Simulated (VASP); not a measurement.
A run of VASP 6.6.1:

File INCAR:

```
PREC = Accurate ; ENCUT = 520
EDIFF = 1E-6 ; ISMEAR = 0
SIGMA = 0.1 ; LREAL = F
LASPH = T ; NELM = 100
ALGO = Fast ; ISIF = 2
LWAVE = F ; LCHARG = F
LDIPOL = T ; IDIPOL = 3
DIPOL = 0.5 0.5 0.294 ; GGA = PE
NBANDS = 14
```

Contents of KPOINTS:

```
Automatic mesh
0
Gamma
  6 6 1
```

Contents of POSCAR:

```
AgB
1.0
    3.0793857009      0.0000000000      0.0000000000
    0.0000000000      3.0793857009      0.0000000000
    0.0000000000      0.0000000000     23.8000000000
Ag B
1 1
Direct
    0.0000000000      0.0000000000      0.2941176471
    0.5000000000      0.5000000000      0.2941176471
```

Potentials or basis: VASP PAW PBE potentials, release 64 (Ag, B).

The run is started by

```bash
$ cat potpaw_PBE.64/Ag/POTCAR potpaw_PBE.64/B/POTCAR > POTCAR
$ mpirun -np 1 vasp_std > vasp.out
```

Hardware: 1 thread of AMD EPYC 9R45 96-Core Processor (Zen 5), on a shared host.

Task: How long does it take, and how much memory?

Result: It took 33 s on 1 thread of AMD EPYC 9R45 96-Core Processor (Zen 5) (shared host), peak memory 0.28 GiB. Counts: scf iterations 21, k points 10.
